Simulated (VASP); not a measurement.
Here is a VASP 6.6.1 calculation.

INCAR

```
SYSTEM = H18SO8
ALGO = Normal
EDIFF = 1E-7
ENCUT = 520
GGA = PE
ISIF = 2
ISMEAR = -1
IVDW = 12
LASPH = .TRUE.
LCHARG = .FALSE.
LREAL = Auto
LWAVE = .FALSE.
NBANDS = 55
NELM = 60
PREC = Accurate
SIGMA = 0.02
```

The input KPOINTS:

```
k-points
0
G
  1 1 1
  0 0 0
```

File POSCAR:

```
H18SO8
1.0
    6.9104230000      0.0000000000      0.0000000000
    0.0000000000      6.9104230000      0.0000000000
    0.0000000000      0.0000000000      6.9104230000
O H S
8 18 1
Direct
    0.5449738750      0.6246650892      0.6493379638
    0.0106071654      0.4347635449      0.2324459733
    0.7491147792      0.7260915866      0.3407606162
    0.8130182479      0.2581896940      0.7585932149
    0.6601332509      1.0076951874      0.9787968117
   -0.1178509622      0.0817316104      0.4298434408
    0.4061401162      0.2813141829      0.8995541952
    0.4368184118      0.6033928748      0.1319745550
    0.6373126508      0.6513928308      0.5412693261
    0.4302196841      0.6448953993      0.5735973037
    0.1241458012      0.4369052372      0.1519299180
   -0.0089719544      0.3069710783      0.2712569115
    0.6558643371      0.6979167556      0.2361939349
    0.8502084460      0.6186162555      0.3356668615
    0.8035398123      0.3962130828      0.7601850133
    0.8208759435      0.2006389479      0.6209894821
    0.6169086900      0.9286406925      0.8666907945
    0.7515169477      1.1017125869      0.9210724148
   -0.1813058332     -0.0300705181      0.3600937309
    0.0059909502      0.0257726625      0.4718958593
    0.4864535789      0.1814216004      0.9667425569
    0.4883347951      0.3247558073      0.7926142871
    0.3699049971      0.7048917266      0.0617183637
    0.4334322226      0.4994773837      0.0429640848
   -0.0271473975      0.8656633610      0.9163693742
    0.1854734508      1.0375920548      0.8453317547
    0.1288488418      0.8559244492      0.8054210285
```

Potentials or basis: VASP PAW PBE potentials, release 64 (O, H, S).

Command:

```console
$ cat potpaw_PBE.64/O/POTCAR potpaw_PBE.64/H/POTCAR potpaw_PBE.64/S/POTCAR > POTCAR
$ mpirun -np 1 vasp_gam > vasp.out
```

Task: Predict the band gap on the k mesh.

Result: 4.36 eV, direct.

Task: Predict the largest force.

Result: 2.614 eV/Å.

Task: What does it give for the dispersion energy per atom?

Result: -0.033 eV.

Forces in eV/Å, atoms in the order of the input:
```
O    0.565  0.013  0.104
O   -0.155  2.293 -0.358
O    1.183 -0.802  0.223
O    0.389 -0.960 -0.864
O   -0.356 -1.153  0.078
O    0.392 -0.270 -0.647
O   -0.364  0.155  0.274
O   -0.026  1.723  1.439
H    0.313  0.159  0.122
H   -1.022 -0.086  0.032
H    0.522  0.150 -0.208
H   -0.548 -2.430  0.791
H   -0.223 -0.286 -0.134
H   -0.669  0.943 -0.550
H   -0.065  0.677 -0.303
H    0.005  0.664  0.921
H    0.270  0.250  0.618
H   -0.050  0.296 -0.359
H    0.133  0.195  0.493
H   -0.330  0.029  0.154
H    0.013  0.037 -0.339
H   -0.080  0.044  0.026
H   -0.188  0.393 -0.132
H    0.134 -2.021 -1.392
H   -0.623  0.097  0.377
H    0.102  0.391  0.064
S    0.679 -0.500 -0.428
```

A hybrid or GW would open this gap; PBE tends to underestimate it.
